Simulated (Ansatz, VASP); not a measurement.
# Ge (Germanium): VASP beside Ansatz, part 3 of 3

One calculation is typed for both programs; each brings its own data sets. How far apart do they land? The cell is taken from a series of runs on this material, whose earlier steps may have relaxed, scaled, displaced or heated it; both programs get it as it stands.

VASP 6.6.1 and Ansatz 0.2.0.

So far: The starting structure; Ansatz: zone-centre phonons, LDA; VASP: zone-centre phonons, LDA.

This is not the structure that Ge takes at ambient pressure and room temperature (diamond type); it is a model or a phase of other conditions.

### Step 3. VASP: zone-centre phonons, LDA (continued)

Level of this step: LDA; plane waves and PAW (Ge_d) (VASP).

Numbers of over 12 decimals in the logs are rounded to 6 here.

Parts of OUTCAR (step 3):

```text
ion  position               nearest neighbor table
   1  0.500  0.500  0.500-   2 2.42   2 2.42   2 2.42   2 2.43
   2  0.750  0.750  0.750-   1 2.42   1 2.42   1 2.42   1 2.43

  LATTYP: Found a body centered tetragonal cell.
 ALAT       =     4.0104998728
 C/A-ratio  =     1.3596411812

 Subroutine GETGRP returns: Found  4 space group operations
 (whereof  2 operations were pure point group operations)

The static configuration has the point symmetry C_1h.
 The point group associated with its full space group is C_2h.

   k-points           NKPTS =   1728   k-points in BZ     NKDIM =   1728   number of bands    NBANDS=     20

   dimension x,y,z NGX =    30 NGY =   30 NGZ =   30
   dimension x,y,z NGXF=    60 NGYF=   60 NGZF=   60

   ENCUT  =  500.0 eV  36.75 Ry    6.06 a.u.   7.17  7.17  7.31*2*pi/ulx,y,z

   NELECT =      28.0000    total number of electrons

 k-points in reciprocal lattice and weights: Points of the shifted mesh
   0.04166667  0.04166667  0.04166667       0.001
   0.04166667  0.04166667  0.12500000       0.001
   0.04166667  0.04166667  0.20833333       0.001
   0.04166667  0.04166667  0.29166667       0.001
   0.04166667  0.04166667  0.37500000       0.001
   0.04166667  0.04166667  0.45833333       0.001
   0.04166667  0.04166667  0.54166667       0.001
   0.04166667  0.04166667  0.62500000       0.001
   0.04166667  0.04166667  0.70833333       0.001
[...]
0.95833333  0.95833333  0.87500000       0.001
   0.95833333  0.95833333  0.95833333       0.001

 average (electrostatic) potential at core
       1 -75.1259       2 -75.1259

  Total        0.0247655      0.0247655      0.7850593     -0.0014706     -0.0024228     -0.0024228
  in kB        0.9048314      0.9048314     28.6829083     -0.0537311     -0.0885189     -0.0885187
  external PRESSURE =      10.1641904 kB  Pullay stress =       0.0000000 kB

  energy-cutoff  :      500.00
  volume of cell :       43.85
      direct lattice vectors                 reciprocal lattice vectors
     0.000000000  2.835851656  2.726420392    -0.176313877  0.176313877  0.183390647
     2.835851656  0.000000000  2.726420392     0.176313877 -0.176313877  0.183390647
     2.835851656  2.835851656  0.000000000     0.176313877  0.176313877 -0.183390647

 POSITION                                       TOTAL-FORCE (eV/Angst)
 -----------------------------------------------------------------------------------
      2.83570      2.83570      2.72634         0.000240      0.000240      0.000099
      4.25393      4.25393      4.08971        -0.000240     -0.000240     -0.000099
 -----------------------------------------------------------------------------------
    total drift:                               -0.000000     -0.000000      0.000000

 Eigenvectors and eigenvalues of the dynamical matrix
 ----------------------------------------------------

   1 f  =    8.979671 THz    56.420938 2PiTHz  299.529587 cm-1    37.136919 meV
             X         Y         Z           dx          dy          dz
      2.835697  2.835697  2.726337    -0.499855   -0.499855    0.017043
      4.253932  4.253932  4.089714     0.499855    0.499855   -0.017043

   2 f  =    8.975861 THz    56.397000 2PiTHz  299.402504 cm-1    37.121163 meV
             X         Y         Z           dx          dy          dz
      2.835697  2.835697  2.726337    -0.500000    0.500000   -0.000000
      4.253932  4.253932  4.089714     0.500000   -0.500000    0.000000

   3 f  =    8.894072 THz    55.883104 2PiTHz  296.674316 cm-1    36.782911 meV
             X         Y         Z           dx          dy          dz
      2.835697  2.835697  2.726337    -0.012051   -0.012051   -0.706901
      4.253932  4.253932  4.089714     0.012051    0.012051    0.706901

   4 f  =    0.000000 THz     0.000001 2PiTHz    0.000006 cm-1     0.000001 meV
             X         Y         Z           dx          dy          dz
      2.835697  2.835697  2.726337     0.036282   -0.705874    0.020633
      4.253932  4.253932  4.089714     0.036282   -0.705874    0.020633

   5 f/i=    0.000000 THz     0.000001 2PiTHz    0.000003 cm-1     0.000000 meV
             X         Y         Z           dx          dy          dz
      2.835697  2.835697  2.726337    -0.706144   -0.036070    0.007734
      4.253932  4.253932  4.089714    -0.706144   -0.036070    0.007734

   6 f/i=    0.000000 THz     0.000001 2PiTHz    0.000004 cm-1     0.000000 meV
             X         Y         Z           dx          dy          dz
      2.835697  2.835697  2.726337    -0.006668   -0.021001   -0.706763
      4.253932  4.253932  4.089714    -0.006668   -0.021001   -0.706763

 ELASTIC MODULI CONTR FROM IONIC RELAXATION (kBar)
 Direction    XX          YY          ZZ          XY          YZ          ZX
 --------------------------------------------------------------------------------
 XX          -0.0121     -0.0079     -0.0069      0.1098      1.7068      0.4849
 YY          -0.0079     -0.0121     -0.0069     -0.0580      0.7462      1.6141
 ZZ          -0.0069     -0.0069     -0.0095      1.1954      0.7386      0.8048
 XY           0.1098     -0.0580      1.1954   -296.3841      3.7265     -0.8920
 YZ           1.7068      0.7462      0.7386      3.7265   -261.9814      2.3993
 ZX           0.4849      1.6141      0.8048     -0.8920      2.3993   -262.8173
 --------------------------------------------------------------------------------
```

### Step 4. Differences

Known differences besides the potentials themselves: the two LDA forms differ slightly; the cutoff is 420 eV in Ansatz and 500 eV in VASP; VASP's log shows a relativistic correction to its local exchange, Ansatz's none. Total energies have different zeros and are not compared.

Compared:

```
             quantity  Ansatz   VASP  difference
optical mode 1 (cm⁻¹)   295.6  296.7     -0.35 %
optical mode 2 (cm⁻¹)   298.1  299.4     -0.45 %
optical mode 3 (cm⁻¹)   298.2  299.5     -0.43 %
```

Modes are paired by rising frequency, not by their patterns, so a pair may set unlike modes beside each other; they are those without the splitting of longitudinal modes.

### Step 5. Outcome

| Quantity | Value |
| --- | --- |
| r.m.s. difference of the optical zone-centre modes, each program's sorted by frequency (zone-centre phonons, LDA) | 1.2 cm⁻¹ |

In words: The r.m.s. difference of the optical zone-centre modes, each program's sorted by frequency is 1.2 cm⁻¹ (zone-centre phonons, LDA). How closely two codes agree says nothing of how well the functional describes the real material.

[Lines on the potential files, build, host, timing and source positions are cut from VASP's logs without a mark.]

[Logs are printed without paths, hosts, clocks, repeated set-up lines and the standing remarks that a program may print on its own settings, such as how far it seeks lower states.]

[Hosts, paths, dates, database ids (printed as entryN), source tags and the programs' standing remarks are cut or masked in the printed files.]
